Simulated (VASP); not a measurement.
All values below come from PBEsol GGA, VASP's PBE PAW potentials (set 64) (plane waves; VASP).

Input for VASP

**INCAR**
```
LCHARG = .True.
PREC = Accurate
EDIFF = 1E-7   # SCF stop (eV)
NEDOS = 601   # DOS grid
LMAXMIX = 4
NELM = 100   # most electronic steps
LORBIT = 11   # lm-projected
LREAL = .False.   # projection in real space or not
LWAVE = .False.
ALGO = Normal
GGA = PS
ENCUT = 400
LASPH = .True.
SYSTEM = VAl
ISIF = 2
ISMEAR = -5
```

File KPOINTS:
```
Automatic
0
G
  14 14 14
0 0 0
```

**POSCAR**
```
VAl
1
    0.0000000000     2.4952239489     2.4952239489
    2.4952239489    -0.0000000000     2.4952239489
    2.4952239489     2.4952239489    -0.0000000000
V Al
1 1
Direct
  0.0000000000   0.0000000000   0.0000000000
  0.5000000000   0.5000000000   0.5000000000
```

POTCAR, in this order: V_sv Al (PBE.64 set). Program: vasp_std.

Output

**OUTCAR**
```
 ion  position               nearest neighbor table
   1  0.000  0.000  0.000-   2 2.50   2 2.50   2 2.50   2 2.50   2 2.50   2 2.50
   2  0.500  0.500  0.500-   1 2.50   1 2.50   1 2.50   1 2.50   1 2.50   1 2.50
  LATTYP: Found a face centered cubic cell.
 ALAT       =     4.9904478978
 Subroutine PRICEL returns:
 Original cell was already a primitive cell.
 Subroutine GETGRP returns: Found 48 space group operations
The static configuration has the point symmetry O_h .
The dynamic configuration has the point symmetry O_h .
 Subroutine INISYM returns: Found 48 space group operations
 Subroutine IBZKPT returns following result:
 Found    104 irreducible k-points:

 Following reciprocal coordinates:
            Coordinates               Weight
  0.000000  0.000000  0.000000      1.000000
  0.071429  0.000000  0.000000      8.000000
  0.142857  0.000000  0.000000      8.000000
  0.214286  0.000000  0.000000      8.000000
  0.285714  0.000000  0.000000      8.000000
  0.357143  0.000000  0.000000      8.000000
  0.428571  0.000000  0.000000      8.000000
  0.500000  0.000000  0.000000      4.000000
  0.071429  0.071429  0.000000      6.000000
  0.142857  0.071429  0.000000     24.000000
  0.214286  0.071429  0.000000     24.000000
  0.285714  0.071429  0.000000     24.000000
  0.357143  0.071429  0.000000     24.000000
  0.428571  0.071429  0.000000     24.000000
  0.500000  0.071429  0.000000     24.000000
 -0.428571  0.071429  0.000000     24.000000
 -0.357143  0.071429  0.000000     24.000000
 -0.285714  0.071429  0.000000     24.000000
 -0.214286  0.071429  0.000000     24.000000
 -0.142857  0.071429  0.000000     24.000000
 -0.071429  0.071429  0.000000     12.000000
  0.142857  0.142857  0.000000      6.000000
  0.214286  0.142857  0.000000     24.000000
  0.285714  0.142857  0.000000     24.000000
...
```

OSZICAR:
```
       N       E                     dE             d eps       ncg     rms          rms(c)
DAV:   1     0.841524253217E+02    0.84152E+02   -0.72366E+03  2520   0.111E+03
DAV:   2    -0.126197559787E+02   -0.96772E+02   -0.93514E+02  2580   0.320E+02
DAV:   3    -0.148746295801E+02   -0.22549E+01   -0.21644E+01  3160   0.499E+01
DAV:   4    -0.149100106690E+02   -0.35381E-01   -0.35378E-01  2828   0.575E+00
DAV:   5    -0.149106418655E+02   -0.63120E-03   -0.63408E-03  3028   0.784E-01    0.184E+01
DAV:   6    -0.135636753173E+02    0.13470E+01   -0.25456E+01  2668   0.546E+01    0.896E+00
DAV:   7    -0.126715769411E+02    0.89210E+00   -0.67175E+00  2536   0.290E+01    0.313E+00
DAV:   8    -0.126539690588E+02    0.17608E-01   -0.16933E-01  2704   0.417E+00    0.569E-01
DAV:   9    -0.126513067293E+02    0.26623E-02   -0.11962E-02  2924   0.145E+00    0.156E-01
DAV:  10    -0.126512468971E+02    0.59832E-04   -0.63286E-04  2856   0.207E-01    0.107E-01
DAV:  11    -0.126512382805E+02    0.86166E-05   -0.54327E-05  2684   0.112E-01    0.138E-02
DAV:  12    -0.126512357698E+02    0.25107E-05   -0.82665E-06  2740   0.413E-02    0.540E-03
DAV:  13    -0.126512360699E+02   -0.30009E-06   -0.21225E-07  2764   0.466E-03    0.133E-03
DAV:  14    -0.126512361980E+02   -0.12809E-06   -0.36849E-08  1380   0.205E-03    0.189E-04
DAV:  15    -0.126512362013E+02   -0.33478E-08   -0.56417E-09  1352   0.678E-04
   1 F= -.12651236E+02 E0= -.12651236E+02  d E =0.000000E+00
```

File OUTCAR:
```
------------------------ aborting loop because EDIFF is reached ----------------------------------------
  FORCE on cell =-STRESS in cart. coord.  units (eV):
  Direction    XX          YY          ZZ          XY          YZ          ZX
  --------------------------------------------------------------------------------------
  Total        0.0027360      0.0027360      0.0027360      0.0000000      0.0000000      0.0000000
  in kB        0.1410798      0.1410798      0.1410798      0.0000000      0.0000000      0.0000000
  external PRESSURE =       0.1410798 kB  Pullay stress =       0.0000000 kB
  volume of cell :       31.07
      direct lattice vectors                 reciprocal lattice vectors
     0.000000000  2.495223949  2.495223949    -0.200382815  0.200382815  0.200382815
     2.495223949  0.000000000  2.495223949     0.200382815 -0.200382815  0.200382815
     2.495223949  2.495223949  0.000000000     0.200382815  0.200382815 -0.200382815
 POSITION                                       TOTAL-FORCE (eV/Angst)
 -----------------------------------------------------------------------------------
      0.00000      0.00000      0.00000        -0.000000      0.000000      0.000000
      2.49522      2.49522      2.49522         0.000000     -0.000000     -0.000000
 -----------------------------------------------------------------------------------
    total drift:                                0.000000     -0.000000     -0.000000
  FREE ENERGIE OF THE ION-ELECTRON SYSTEM (eV)
  ---------------------------------------------------
  free  energy   TOTEN  =       -12.6512362013 eV

  energy  without entropy=      -12.6512362013  energy(sigma->0) =      -12.65123620

 total charge

# of ion       s       p       d       tot
------------------------------------------
    1        2.231   6.152   3.206  11.589
    2        0.484   0.436   0.000   0.920
--------------------------------------------------
tot          2.714   6.588   3.206  12.508
```
(Selected blocks of OUTCAR.)

For a metal the tetrahedron method with Blöchl corrections gives inexact stress and forces.

The structure was generated: VAl was put into the rock salt type (Fm-3m), which need not be its known phase. It was relaxed first, which changed the volume by -40 %. The run is not spin-polarised, so no magnetic state was tried.
